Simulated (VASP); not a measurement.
**A point defect in BaAg2As2**

Aim: the formation energy and local structure of a point defect in BaAg2As2. The start is a cell from a database of measured crystal structures.

Main program and level: VASP 6.6.1; PBE; plane waves and PAW (Ba_sv, Ag, As).

## (1) The host crystal

The structure is tetragonal, space group I4/mmm (No. 139). The conventional cell has a = 4.603 Å, b = 4.603 Å, c = 10.867 Å, α = 90.00°, β = 90.00°, γ = 90.00°. Nearest to Ba lie 10 As at 3.49 to 4.18 Å and 8 Ag at 3.56 Å. Nearest to Ag lie 4 As at 2.72 Å and 4 Ag at 3.25 Å and 4 Ba at 3.56 Å. Nearest to As lie 1 As at 2.52 Å and 4 Ag at 2.72 Å and 5 Ba at 3.49 to 4.18 Å. Farther neighbours are not listed.

As a file:

```xyz
5
Lattice="-2.3013 2.3013 5.4336 2.3013 -2.3013 5.4336 2.3013 2.3013 -5.4336" Properties=species:S:1:pos:R:3 pbc="T T T"
Ba    0.0000    0.0000    0.0000
Ag    2.3013    0.0000    2.7168
Ag    0.0000    2.3013    2.7168
As    0.0000    0.0000    6.6920
As    0.0000    0.0000    4.1752
```

## (2) Relaxing the host crystal

Cell and atoms are relaxed first, so that later runs start from this functional's own cell.

INCAR

```
SYSTEM = BaAg2As2
PREC = Accurate
ENCUT = 400
EDIFF = 1E-06
NELM = 120
ISMEAR = 1
SIGMA = 0.15
LREAL = .FALSE.
ALGO = Normal
GGA = PE
NBANDS = 27
LORBIT = 11
LWAVE = .FALSE.
LCHARG = .FALSE.
KPAR = 4
IBRION = 2
NSW = 40
ISIF = 3
EDIFFG = -0.02
POTIM = 0.4
```

POSCAR

```
BaAg2As2
1.0
   -2.3012500000      2.3012500000      5.4336000000
    2.3012500000     -2.3012500000      5.4336000000
    2.3012500000      2.3012500000     -5.4336000000
Ba Ag As
1 2 2
Direct
    0.0000000000      0.0000000000      0.0000000000
    0.2500000000      0.7500000000      0.5000000000
    0.7500000000      0.2500000000      0.5000000000
    0.6158000000      0.6158000000      0.0000000000
    0.3842000000      0.3842000000      0.0000000000
```

KPOINTS

```
Automatic mesh
0
Gamma
7 7 7
0 0 0
```

Potentials, in the order of the species: Ba_sv, Ag and As (PBE family, release 64).

Started as:

```
> mpirun -np 4 vasp_std
```

What it wrote:

```text
[banner, memory and clock lines left out]
running    4 mpi-ranks, on    1 nodes
 distrk:  each k-point on    1 cores,    4 groups
 distr:  one band on    1 cores,    1 groups

 POSCAR found type information on POSCAR BaAgAs
 POSCAR found :  3 types and       5 ions
 LDA part: xc-table for (Slater+PW92), standard interpolation
 POSCAR, INCAR and KPOINTS ok, starting setup
 FFT: planning ... GRIDC
 FFT: planning ... GRID_SOFT
 FFT: planning ... GRID
 WAVECAR not read
 entering main loop
       N       E                     dE             d eps       ncg     rms          rms(c)
DAV:   1     0.213684060391E+03    0.21368E+03   -0.16982E+04  2160   0.115E+03
DAV:   2    -0.851745449900E+01   -0.22220E+03   -0.21604E+03  2425   0.253E+02
DAV:   3    -0.201534051629E+02   -0.11636E+02   -0.11477E+02  2806   0.545E+01
DAV:   4    -0.203735150868E+02   -0.22011E+00   -0.21935E+00  2890   0.706E+00
DAV:   5    -0.203780350818E+02   -0.45200E-02   -0.45193E-02  2837   0.817E-01    0.909E+00
DAV:   6    -0.190901338268E+02    0.12879E+01   -0.83875E+00  2418   0.250E+01    0.767E+00
DAV:   7    -0.190749858533E+02    0.15148E-01   -0.89084E-01  2343   0.626E+00    0.403E+00
DAV:   8    -0.190570769999E+02    0.17909E-01   -0.10191E-01  2474   0.256E+00    0.693E-01
DAV:   9    -0.190533807779E+02    0.36962E-02   -0.23205E-02  2466   0.138E+00    0.121E-01
DAV:  10    -0.190536314800E+02   -0.25070E-03   -0.31685E-03  2484   0.318E-01    0.683E-02
DAV:  11    -0.190536699393E+02   -0.38459E-04   -0.48830E-04  2450   0.174E-01    0.224E-02
DAV:  12    -0.190536766453E+02   -0.67061E-05   -0.53746E-05  2469   0.696E-02    0.614E-03
DAV:  13    -0.190536772267E+02   -0.58140E-06   -0.52911E-06  2654   0.118E-02
   1 F= -.19053677E+02 E0= -.19053117E+02  d E =-.190537E+02
 curvature:   0.00 expect dE= 0.000E+00 dE for cont linesearch  0.000E+00
 trial: gam= 0.00000 g(F)=  0.588E-02 g(S)=  0.109E+00 ort = 0.000E+00 (trialstep = 0.100E+01)
 search vector abs. value=  0.115E+00
 bond charge predicted
       N       E                     dE             d eps       ncg     rms          rms(c)
DAV:   1    -0.199819657612E+02   -0.92829E+00   -0.17689E+01  2184   0.341E+01    0.681E+00
DAV:   2    -0.191715497404E+02    0.81042E+00   -0.29186E+00  2447   0.152E+01    0.243E+00
DAV:   3    -0.191276806855E+02    0.43869E-01   -0.14535E-01  2363   0.196E+00    0.173E+00
DAV:   4    -0.191122856273E+02    0.15395E-01   -0.91264E-02  2919   0.180E+00    0.271E-01
DAV:   5    -0.191108134885E+02    0.14721E-02   -0.85155E-03  2384   0.720E-01    0.200E-01
DAV:   6    -0.191106011652E+02    0.21232E-03   -0.32107E-03  2408   0.340E-01    0.665E-02
DAV:   7    -0.191105966250E+02    0.45402E-05   -0.53960E-04  2673   0.161E-01    0.261E-02
DAV:   8    -0.191105919011E+02    0.47239E-05   -0.42294E-05  2653   0.450E-02    0.170E-02
DAV:   9    -0.191105884243E+02    0.34769E-05   -0.71002E-06  2262   0.150E-02    0.916E-03
DAV:  10    -0.191105871157E+02    0.13086E-05   -0.72613E-06  2626   0.225E-02    0.187E-03
DAV:  11    -0.191105873782E+02   -0.26256E-06   -0.10379E-06  1181   0.510E-03
   2 F= -.19110587E+02 E0= -.19109179E+02  d E =-.569102E-01
[... from here on, the cycles between the ionic steps are left out ...]
   3 F= -.19110669E+02 E0= -.19109239E+02  d E =-.569921E-01
   4 F= -.19116517E+02 E0= -.19114902E+02  d E =-.584781E-02
   5 F= -.19123218E+02 E0= -.19121812E+02  d E =-.125485E-01
   6 F= -.19124955E+02 E0= -.19123536E+02  d E =-.173721E-02
   7 F= -.19125223E+02 E0= -.19123780E+02  d E =-.200466E-02
   8 F= -.19126159E+02 E0= -.19124598E+02  d E =-.936122E-03
   9 F= -.19126207E+02 E0= -.19124614E+02  d E =-.984510E-03
 curvature:  -1.62 expect dE=-0.205E-03 dE for cont linesearch -0.113E-08
 trial: gam= 0.27636 g(F)=  0.336E-04 g(S)=  0.927E-04 ort = 0.998E-06 (trialstep = 0.175E+01)
 search vector abs. value=  0.236E-03
 bond charge predicted
       N       E                     dE             d eps       ncg     rms          rms(c)
DAV:   1    -0.191272578086E+02   -0.10510E-02   -0.31320E-02  2169   0.121E+00    0.211E-01
DAV:   2    -0.191263762012E+02    0.88161E-03   -0.44108E-03  2469   0.590E-01    0.945E-02
DAV:   3    -0.191263090496E+02    0.67152E-04   -0.19238E-04  2491   0.829E-02    0.577E-02
DAV:   4    -0.191262740733E+02    0.34976E-04   -0.13585E-04  2922   0.614E-02    0.930E-03
DAV:   5    -0.191262719338E+02    0.21395E-05   -0.15858E-05  2320   0.309E-02    0.977E-03
DAV:   6    -0.191262706863E+02    0.12475E-05   -0.24613E-06  1739   0.804E-03    0.177E-03
DAV:   7    -0.191262705548E+02    0.13155E-06   -0.36123E-07  1140   0.479E-03
  10 F= -.19126271E+02 E0= -.19124610E+02  d E =-.635054E-04
 trial-energy change:   -0.000064  1 .order   -0.000074   -0.000221    0.000073
 step:   1.2366(harm=  1.3161)  dis= 0.00233  next Energy=   -19.126281 (dE=-0.744E-04)
 reached required accuracy - stopping structural energy minimisation
```

Elapsed: 2.5 min, on 4 MPI ranks of Intel Xeon Platinum 8488C (Sapphire Rapids), shared host; peak memory 1.3 GiB.

Lines that name or quote the potential files are left out of all logs, and their timing lines are given in words.

Parts of OUTCAR (step 2):

```text
ion  position               nearest neighbor table
   1  0.000  0.000  0.000-   4 3.49   4 3.49   4 3.49   5 3.49   4 3.49   5 3.49   5 3.49   5 3.49
                             2 3.56   3 3.56   3 3.56   2 3.56   3 3.56   2 3.56   2 3.56   3 3.56
   2  0.250  0.750  0.500-   5 2.72   4 2.72   5 2.72   4 2.72   3 3.25   3 3.25   3 3.25   3 3.25
                             1 3.56   1 3.56   1 3.56   1 3.56
   3  0.750  0.250  0.500-   5 2.72   4 2.72   5 2.72   4 2.72   2 3.25   2 3.25   2 3.25   2 3.25
                             1 3.56   1 3.56   1 3.56   1 3.56
   4  0.616  0.616  0.000-   5 2.52   3 2.72   2 2.72   2 2.72   3 2.72   1 3.49   1 3.49   1 3.49
                             1 3.49
   5  0.384  0.384  0.000-   4 2.52   2 2.72   3 2.72   3 2.72   2 2.72   1 3.49   1 3.49   1 3.49
                             1 3.49

  LATTYP: Found a body centered tetragonal cell.
 ALAT       =     4.6025000000
 C/A-ratio  =     2.3611515481

 Subroutine GETGRP returns: Found 16 space group operations
 (whereof 16 operations were pure point group operations)

The static configuration has the point symmetry D_4h.

 Found     40 irreducible k-points:

   k-points           NKPTS =     40   k-points in BZ     NKDIM =     40   number of bands    NBANDS=     27

   dimension x,y,z NGX =    42 NGY =   42 NGZ =   42
   dimension x,y,z NGXF=    84 NGYF=   84 NGZF=   84

   ENCUT  =  400.0 eV  29.40 Ry    5.42 a.u.  10.33 10.33 10.33*2*pi/ulx,y,z

   NELECT =      42.0000    total number of electrons

 k-points in reciprocal lattice and weights: Automatic mesh
   0.00000000  0.00000000  0.00000000       0.003
   0.14285714  0.00000000 -0.00000000       0.023
   0.28571429  0.00000000  0.00000000       0.023
   0.42857143  0.00000000  0.00000000       0.023
   0.14285714  0.14285714 -0.00000000       0.023
   0.28571429  0.14285714 -0.00000000       0.047
   0.42857143  0.14285714 -0.00000000       0.047
  -0.42857143  0.14285714 -0.00000000       0.047
  -0.28571429  0.14285714  0.00000000       0.047
[...]
-0.42857143  0.42857143  0.42857143       0.012
  -0.42857143 -0.42857143  0.42857143       0.006

 average (electrostatic) potential at core
       1 -34.8314       2 -74.0912       3 -74.0912       4 -49.4942       5 -49.4942

 E-fermi :   5.3513

 k-point     1 :       0.0000    0.0000    0.0000
  band No.  band energies     occupation
    ...
     17       1.6560      2.00000
     18       3.4437      2.00000
     19       3.4437      2.00000
     20       4.7185      2.00000
     21       4.7185      2.00000
     22       5.6106     -0.03465
     23       6.4894     -0.00000
     24       7.6281     -0.00000
     25       8.1759     -0.00000
     26       8.7673      0.00000
    ...

 k-point     2 :       0.1429    0.0000   -0.0000
  band No.  band energies     occupation
    ...
     17       1.4884      2.00000
     18       3.0212      2.00000
     19       3.6478      2.00000
     20       4.1147      2.00000
     21       4.5746      2.00000
     22       6.1034     -0.00000
     23       6.9469     -0.00000
     24       7.9141     -0.00000
     25       8.2120     -0.00000
     26       8.9990      0.00000
    ...

 k-point     3 :       0.2857    0.0000    0.0000
  band No.  band energies     occupation
    ...
     17       1.4961      2.00000
     18       2.1473      2.00000
     19       3.7459      2.00000
     20       3.7563      2.00000
     21       4.7211      2.00000
     22       6.4080     -0.00000
     23       7.1771     -0.00000
     24       7.4271     -0.00000
     25       8.6304      0.00000
     26       9.1091      0.00000
    ...

  Total       -0.0179263     -0.0179263     -0.0459281      0.0000000      0.0000000      0.0000000
  in kB       -0.2389709     -0.2389709     -0.6122537      0.0000000      0.0000000      0.0000000
  external PRESSURE =      -0.3633985 kB  Pullay stress =       0.0000000 kB

  energy-cutoff  :      400.00
  volume of cell :      120.19
      direct lattice vectors                 reciprocal lattice vectors
    -2.290527037  2.290527037  5.726989783     0.000000000  0.218290372  0.087305900
     2.290527037 -2.290527037  5.726989783     0.218290372  0.000000000  0.087305900
     2.290527037  2.290527037 -5.726989783     0.218290372  0.218290372  0.000000000

 POSITION                                       TOTAL-FORCE (eV/Angst)
 -----------------------------------------------------------------------------------
      2.29053      2.29053     -5.72699         0.000000      0.000000      0.000000
      2.29053      0.00000      2.86349         0.000000      0.000000      0.000000
      0.00000      2.29053      2.86349         0.000000      0.000000      0.000000
      0.00000      0.00000      7.06239         0.000000      0.000000      0.002510
      0.00000      0.00000      4.39159        -0.000000     -0.000000     -0.002510
 -----------------------------------------------------------------------------------
    total drift:                               -0.000000     -0.000000      0.000000

  FREE ENERGIE OF THE ION-ELECTRON SYSTEM (eV)
  ---------------------------------------------------
  free  energy   TOTEN  =       -19.1262705548 eV

  energy  without entropy=      -19.1212893580  energy(sigma->0) =      -19.12461016

 reached required accuracy - stopping structural energy minimisation

 total charge
# of ion       s       p       d       tot
------------------------------------------
    1        2.004   5.600   0.317   7.922
    2        0.388   0.285   9.169   9.842
    3        0.388   0.285   9.169   9.842
    4        1.248   1.429   0.032   2.708
    5        1.248   1.429   0.032   2.708
--------------------------------------------------
tot          5.277   9.027  18.717  33.022

[... 3 further parts left out ...]
```

Harder data sets than Ba_sv exist (the GW ones), and pressures, volumes and forces can shift noticeably with them. The run keeps the 16 symmetry operations of its start, so it cannot find a distortion of lower symmetry.

Relaxation path:

```
step  energy less that of the first step (eV)  largest force (eV/Å)  pressure (GPa)  volume (Å³)
   1                                   0.0000                0.2760            2.84       115.10
   2                                  -0.0569                0.0952           -0.16       120.61
   3                                  -0.0570                0.0895           -0.30       120.87
   4                                  -0.0628                0.0270           -0.17       120.61
   5                                  -0.0695                0.1047            0.18       119.90
   6                                  -0.0713                0.0782           -0.10       120.37
   7                                  -0.0715                0.0667           -0.19       120.58
   8                                  -0.0725                0.0302            0.02       120.13
   9                                  -0.0725                0.0209            0.08       120.01
  10                                  -0.0726                0.0025           -0.04       120.19
```

```
conventional cell, symmetrised  before   after  change
                         a (Å)   4.603   4.581  -0.5 %
                         b (Å)   4.603   4.581  -0.5 %
                         c (Å)  10.867  11.454  +5.4 %
              volume (Å³/atom)   23.02   24.04  +4.4 %
```

Final coordinates:

```xyz
5
Lattice="-2.2905 2.2905 5.7270 2.2905 -2.2905 5.7270 2.2905 2.2905 -5.7270" Properties=species:S:1:pos:R:3 pbc="T T T"
Ba    0.0000    0.0000    0.0000
Ag    2.2905    0.0000    2.8635
Ag    0.0000    2.2905    2.8635
As    0.0000    0.0000    7.0624
As    0.0000    0.0000    4.3916
```

This step gave:

- electronic cycles: 78
- electrons: 42
- free energy (TOTEN): -19.13 eV
- energy at zero smearing: -19.12 eV
- Fermi energy: 5.351 eV
- labelled metallic, from the levels on this mesh: yes

The run ended after 10 ionic steps, 0.073 eV below its first step, once forces and stress met EDIFFG = -0.02.

(Part 1 of 3 ends here.)

[Lines on the potential files, build, host, timing and source positions are cut from VASP's logs without a mark.]

[Logs are printed without paths, hosts, clocks, repeated set-up lines and the standing remarks that a program may print on its own settings, such as how far it seeks lower states.]

[Hosts, paths, dates, database ids (printed as entryN), source tags and the programs' standing remarks are cut or masked in the printed files.]

[In band tables of VASP the shares of atoms and orbitals are scaled to a sum of 1 inside the atoms' spheres.]

[Runs that stopped without an error message from VASP are left out.]
